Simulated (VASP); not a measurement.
Data:

```
CoGa
1.0
    2.77590     0.00000     0.00000
    0.00000     2.77590     0.00000
    0.00000     0.00000     2.77590
Ga Co
1 1
Direct
  0.50000   0.50000   0.50000
  0.00000   0.00000   0.00000
```

All values below come from revTPSS meta-GGA, VASP's PBE PAW potentials (set 64) (plane waves; VASP). Run with 520 eV cut-off, 13×13×13 Γ-centred mesh, first-order Methfessel-Paxton smearing of 0.10 eV, potentials Ga_d Co.

### Question
What does the run give for the energy per atom (σ→0), pressure, band gap (on the k-mesh) with the smallest direct gap where there is one?

### Answer

```
Quantity                                                    Result
------------------------  ----------------------------------------
band gap (on the k-mesh)  none (metal, semimetal or under 0.01 eV)
energy per atom (σ→0)                               -0.876 eV/atom
pressure                                                 15.05 GPa
```

The compound is CoGa in the CsCl type structure. This cell is one point of a volume scan, at 0.94 of the reference volume. The run is not spin-polarised, so no magnetic state was tried.
